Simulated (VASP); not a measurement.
```
CELL_PARAMETERS angstrom
      1.55071    -2.68591     0.00000
      1.55071     2.68591     0.00000
      0.00000     0.00000     5.09204
ATOMIC_POSITIONS crystal
  Si 0.66667 0.33333 0.49957
  Si 0.33333 0.66667 0.99957
  C  0.66667 0.33333 0.87543
  C  0.33333 0.66667 0.37543
```

All values below come from revPBE GGA, VASP's PBE PAW potentials (set 64) (plane waves; VASP 6.6.1). Numerical set-up: 520 eV cut-off, 9×9×5 Γ-centred mesh, tetrahedra with Blöchl corrections, potentials Si C.

The cores are frozen, which limits the accuracy of field gradients.

Task: Give the principal components of the electric field gradient (V/Å²) and the asymmetry η at each nucleus.

Result: 
```
atom   Vxx   Vyy  Vzz     η
----  ----  ----  ---  ----
Si1   -1.8  -1.8  3.5  0.00
Si2   -1.8  -1.8  3.5  0.00
C3    -1.1  -1.1  2.1  0.00
C4    -1.1  -1.1  2.1  0.00
```

The compound is SiC in the wurtzite structure, the rare 2H polytype. It was relaxed first.
